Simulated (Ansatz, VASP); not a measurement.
## Cross-check of CoSi2 between VASP and Ansatz

Aim: how closely do two programs agree when they are given the same cell, functional and k mesh? The cell is taken from a series of runs on this material, whose earlier steps may have relaxed, scaled, displaced or heated it; both programs get it as it stands.

Method: plane waves, with VASP 6.6.1 beside it; zone-centre phonons at PBEsol, in Ansatz 0.2.0.

## (1) Starting point

Symmetry: Fm-3m, No. 225, cubic system. Conventional cell: a = 5.241 Å, b = 5.241 Å, c = 5.241 Å, α = 90.00°, β = 90.00°, γ = 90.00°. Nearest to Si lie 4 Co at 2.27 Å. Nearest to Co lie 8 Si at 2.27 Å. Farther neighbours are not listed.

Coordinates:

```cif
data_structure
_symmetry_space_group_name_H-M 'Fm-3m'
_symmetry_Int_Tables_number 225
_cell_length_a 5.2408
_cell_length_b 5.2408
_cell_length_c 5.2408
_cell_angle_alpha 90.000
_cell_angle_beta 90.000
_cell_angle_gamma 90.000
_cell_volume 143.94
loop_
_atom_site_label
_atom_site_type_symbol
_atom_site_symmetry_multiplicity
_atom_site_Wyckoff_symbol
_atom_site_fract_x
_atom_site_fract_y
_atom_site_fract_z
_atom_site_occupancy
Si1 Si 8 c 0.25000 0.75000 0.75000 1
Co1 Co 4 a 0.00000 0.00000 0.00000 1
```

## (2) Ansatz: zone-centre phonons, PBEsol

Ansatz runs on its PAW soft_1 files.

Second derivatives magnify differences that forces hide, and they need a tight electronic threshold.

Contents of input.yaml:

```yaml
crystal:
  lattice:
    - [0.0, 2.6203750147, 2.6203750147]
    - [2.6203750147, 0.0, 2.6203750147]
    - [2.6203750147, 2.6203750147, 0.0]
  atoms:
    - { symbol: Si, position: [0.25, 0.25, 0.25] }
    - { symbol: Si, position: [0.75, 0.75, 0.75] }
    - { symbol: Co, position: [0.0, 0.0, 0.0] }
kpoints:
  mp_grid: { grid: [16, 16, 16] }
hamiltonian:
  xc: pbesol
  pseudopotentials: { kind: paw, azcp: { folder: soft_1 }, xc_functional: pbe }
scf:
  occupations: { method: methfessel_paxton, width: 0.2 }
output:
  eigenvalues: true
phonons:
  method: dfpt
```

Run with:

```
$ ansatz run input.yaml --threads 4 --pin off --max-ram 10240MiB --backend cpu --events-out ev --progress --plain --runs-dir out
```

Numbers of over 12 decimals in the logs are rounded to 6 here.

The program printed:

```text
zone centre: on kpoints.mp_grid the ground state, and the responses unless they are solved on pairs of k-points, stand on 349 of the mesh's 4096 k-points, reduced under 8 symmetry operations, with k and −k counted as one. Each operation leaves every solved displacement unchanged or reverses it
Engine: ansatz 0.2.0, x86_64-unknown-linux-gnu
Pseudopotentials: kind: paw
Pseudopotential: Si, paw, valence charge 4, recommended cutoff 420 eV (normal), soft_1/Si.paw.azcp
Pseudopotential: Co, paw, valence charge 17, recommended cutoff 420 eV (normal), soft_1/Co.paw.azcp
Functional definition: PBEsol
  exchange = pbesol_x
  correlation = pbesol_c
Crystal: 3 atoms, lattice volume = 35.985 Å³
Basis set: ecut = 420 eV, 725 PW (Γ), exchange–correlation on 50×50×50 points (8 copies of the dense FFT grid, shifted against one another)
Bands: 17, of which v1, the nominal top of the filled ones, is band 13 counted from 1 (12 counted from 0)
Symmetry: 48 space group operations
k-points: 349 of 4096 (irreducible under 8 space group operations, time reversal used)
Non-local potential: Si, projectors of the file, l = 0: 2, l = 1: 2, l = 2: 1
Non-local potential: Co, projectors of the file, l = 0: 3, l = 1: 2, l = 2: 3, l = 3: 1
PAW form: soft (Blöchl's): semilocal exchange-correlation on the pseudo side does not see the compensation charge
PAW frozen core: Si, regenerated for the run's functional, and the local potential with it (the file was generated under x = pbe(κ = 0.804, μ = 0.219515), c = pbe(β = 0.066725))
PAW frozen core: Co, regenerated for the run's functional, and the local potential with it (the file was generated under x = pbe(κ = 0.804, μ = 0.219515), c = pbe(β = 0.066725))
PAW one-centre angular grid: Si, 110 points (default); XC on 64 Gauss nodes
PAW one-centre angular grid: Co, 590 points (default); XC on 64 Gauss nodes
Initial density: superposition of atomic densities (chi_scale 0.1, normalization cell, long waves kept (reshape's long-wave potential 0.00 eV rms))
Initial wavefunctions: pseudopotential atomic-orbital guess
Functional: x = pbesol(κ = 0.804, μ = 0.123457), c = pbesol(β = 0.046)
SCF iter   1: F=—  HF=-6338.859866 eV  |F-HF|=—  |Δ(HF+E_count)|=         —  Δρ=1.34e-1  dr2=7.27e0  ethr=3.10e-3  ⟨swp⟩=5.1  Hψ=30281  notcnv=0
preconditioner: auto → Kerker (q_TF=auto, 2.568 Å⁻¹)  [metal: Δε(μ)=0.015 eV  Ē_g=9.198 eV  σ=0.200 eV  W_gap=0.06  n_scr=14 (ndim 8)  ℏωp=25.5 eV  f_vac=0.000  D(μ)=0.89/eV (n_scr^D=8)]
SCF iter   2: F=—  HF=-6338.169807 eV  |F-HF|=—  |Δ(HF+E_count)|=   6.90e-1  S|Δr|=    0.00e0  Δρ=5.94e-2  dr2=1.95e0  ethr=3.10e-3  ⟨swp⟩=2.7  Hψ=12362  notcnv=0  defer=77
SCF iter   3: F=—  HF=-6337.711396 eV  |F-HF|=—  |Δ(HF+E_count)|=   4.58e-1  S|Δr|=    0.00e0  Δρ=2.12e-2  dr2=2.21e-1  ethr=3.10e-3  ⟨swp⟩=2.1  Hψ=10310  notcnv=0  defer=77
SCF iter   4: F=—  HF=-6337.683810 eV  |F-HF|=—  |Δ(HF+E_count)|=   2.76e-2  S|Δr|=    0.00e0  Δρ=9.64e-3  dr2=2.39e-2  ethr=8.83e-4  ⟨swp⟩=1.3  Hψ=8792  notcnv=0  defer=73
SCF iter   5: F=—  HF=-6337.683305 eV  |F-HF|=—  |Δ(HF+E_count)|=   5.04e-4  S|Δr|=    0.00e0  Δρ=3.30e-3  dr2=4.99e-3  ethr=9.55e-5  ⟨swp⟩=1.1  Hψ=6118  notcnv=0  defer=73
SCF iter   6: F=—  HF=-6337.682599 eV  |F-HF|=—  |Δ(HF+E_count)|=   7.06e-4  S|Δr|=    0.00e0  Δρ=8.95e-4  dr2=4.55e-4  ethr=2.00e-5  ⟨swp⟩=1.0  Hψ=5931  notcnv=0  defer=73
SCF iter   7: F=—  HF=-6337.682569 eV  |F-HF|=—  |Δ(HF+E_count)|=   2.97e-5  S|Δr|=    0.00e0  Δρ=1.32e-4  dr2=1.05e-5  ethr=1.82e-6  ⟨swp⟩=2.2  Hψ=8849  notcnv=0  defer=73
SCF iter   8: F=—  HF=-6337.682569 eV  |F-HF|=—  |Δ(HF+E_count)|=   7.66e-7  S|Δr|=    0.00e0  Δρ=1.30e-5  dr2=9.22e-8  ethr=4.21e-8  ⟨swp⟩=2.1  Hψ=7517  notcnv=0  defer=73
SCF iter   9: F=—  HF=-6337.682569 eV  |F-HF|=—  |Δ(HF+E_count)|=   2.39e-7  S|Δr|=    0.00e0  Δρ=2.55e-6  dr2=2.09e-9  ethr=3.69e-10  ⟨swp⟩=2.0  Hψ=8709  notcnv=0  defer=73
SCF iter  10: F=-6337.682569 eV  HF=-6337.682569 eV  |F-HF|=4.55e-12  |Δ(HF+E_count)|=  2.07e-10  S|Δr|=    0.00e0  Δρ=1.84e-7  dr2=5.85e-12  ethr=1.00e-12  ⟨swp⟩=5.8  Hψ=32063  notcnv=0
SCF 1 converged in 10 iterations: F = -6337.682569 eV  dr2 = 5.85e-12
  greatest PAW one-centre occupation: 1.001 electrons in one spin orbital (limit 2), on the Co atom at site 2 (counted from 0), in its partial waves of l = 1
DFPT response loops at Γ: preconditioner auto → Kerker (q_TF=auto, 2.568 Å⁻¹) (partly filled bands, converged f_vac=0.000); β = 1.00, the filter's whole step (`scf.mixing.beta` (0.50) is not read by the response loops under this deck's `scf.mixing.preconditioner`; to damp them name `kerker` or `kerker_dos`, under which they read `scf.mixing.beta`, and type it under 1.00, their step now; both keys bind the ground state too); Broyden in place of MSR1
SCF converged after 10 iterations
Stability not checked: this state was not tested for a lower state beside it, because cold or Methfessel-Paxton smearing, or corrected tetrahedra, fill the levels in a way that the test cannot read (fill_not_monotonic; see scf.lower_state_search)
Free energy (F): -6337.682569 eV
Harris-Foulkes:  -6337.682569 eV  (|F-HF|=4.55e-12)
Internal energy: -6337.683248 eV  (E = F + TS)
E sigma→0 (E₀):  -6337.682739 eV
Entropy (-TS):   0.000680 eV (0.227 meV/atom)
Fermi energy:    13.833931 eV
--- Per-component energies (eV) ---
  E_band       = -263.032949
  E_kinetic    = 388.956287
  E_local      = -3836.028639  (includes V_loc(G=0)·N_el)
  E_nonlocal   = 482.160982
  E_hartree    = 1743.665655
  E_xc         = -210.134516
  E_vxc        = -222.896766  (∫ρ·V_xc dr)
  E_paw        = -2537.082042  (= ΣΔE_a)
  E_vpaw       = -562.556072  (= ΣTr[D̂ρ^β])
  E_aug_tail   = 0.000038  (compensation charges beyond the density's cutoff)
  E_ewald      = -2369.472554
  E_core_change = 0.251541  (= ΣΔE_core)
  E_smearing   = 0.000680  (= −TS)
  E_closure    = -0.000000  (closes the sum)
  Σ components = -6337.682569   (vs F -6337.682569, Δ=0.00e0)
--- Band table (eV; the first three rows and the last of 349) ---
  k-point 0: bands = [... 9 lower, 11.7217, 15.2914, 17.2870, 17.2870, 17.2870, 17.5654, 17.5654, 17.5654]
  k-point 1: bands = [... 9 lower, 11.7015, 15.2954, 16.2797, 16.8247, 16.8247, 18.0669, 18.0669, 18.6569]
  k-point 2: bands = [... 9 lower, 11.6505, 14.7076, 15.9736, 16.2668, 16.2668, 18.5746, 18.5746, 19.2244]
  k-point 348: bands = [... 9 lower, 11.3534, 11.6992, 12.2380, 13.1117, 17.7994, 17.7994, 19.6968, 20.6800]
--- Phonons (Γ-DFPT): 2 representative perturbations + reference, on 349 of 4096 k-points (Σ response iterations 6) ---
  k mesh reduced under 8 symmetry operations, with k and −k counted as one. Each operation leaves every solved displacement unchanged or reverses it
  ASR residual: 4.036e-5 → 0.000e0 eV/Å²; symmetrization residual: 4.321e-7 eV/Å²
  ASR residual per site (eV/Å²): 4.04e-5 4.04e-5 1.33e-5
  Γ frequencies (cm⁻¹): 0.00 0.00 0.00 370.29 370.29 370.29 370.99 370.99 370.99
  non-analytic LO–TO correction: not included (Born effective charges unavailable; polar crystals: no LO–TO splitting at Γ)
```

Reading the cycles: dr2 is the Hartree energy of the density residual (eV), the measure of convergence; HF is the Harris–Foulkes estimate of the energy, which meets the free energy F at convergence.

(Continued in part 2 of 2.)

[Lines on the potential files, build, host, timing and source positions are cut from VASP's logs without a mark.]

[Logs are printed without paths, hosts, clocks, repeated set-up lines and the standing remarks that a program may print on its own settings, such as how far it seeks lower states.]

[Hosts, paths, dates, database ids (printed as entryN), source tags and the programs' standing remarks are cut or masked in the printed files.]
